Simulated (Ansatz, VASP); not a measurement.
# Two plane-wave programs on LiH2RhC

```
CELL_PARAMETERS angstrom
3.54675 0.00000 0.00000
0.00000 3.54675 0.00000
0.00000 0.00000 3.80575
ATOMIC_POSITIONS crystal
Li 0.50000 0.50000 0.50000
H 0.50000 0.00000 0.00000
H 0.00000 0.50000 0.00000
Rh 0.00000 0.00000 0.00000
C 0.00000 0.00000 0.50000
```

Alike in both runs: task relaxation of cell and atoms; functional PBE; k mesh 6 × 6 × 4; occupations gaussian, width 0.1 eV; no spin polarisation.

|  | VASP | Ansatz |
| --- | --- | --- |
| version | VASP 6.6.1 | Ansatz 0.2.0 |
| potentials or method | VASP PAW PBE potentials, release 64 (Li_sv, H, Rh_pv, C) | scalar-relativistic, plane waves, PAW |
| plane-wave cutoff (eV) | 600 | 420 |
| valence electrons in the cell | 24 | 26 |

```csv
,VASP,Ansatz,Ansatz less VASP
"gap on the k mesh at the Fermi level, each at its own relaxed structure (eV)",none,none,-
relaxed volume (Å³/atom),9.55,9.56,+0.006
relaxed cell length with the largest relative difference (Å),3.800,3.803,+0.0031
```

A gap of «none» marks a metal or a gap that the smearing closes. The two sets of potentials don't hold the same shells in valence.

Caveats: the k mesh is coarse (spacing up to 0.41 Å⁻¹), so the values aren't converged; the cutoff is under 1.25 times the usual one of these potentials, so pressure, stress and relaxed cells hold a basis-set (Pulay) error (VASP).
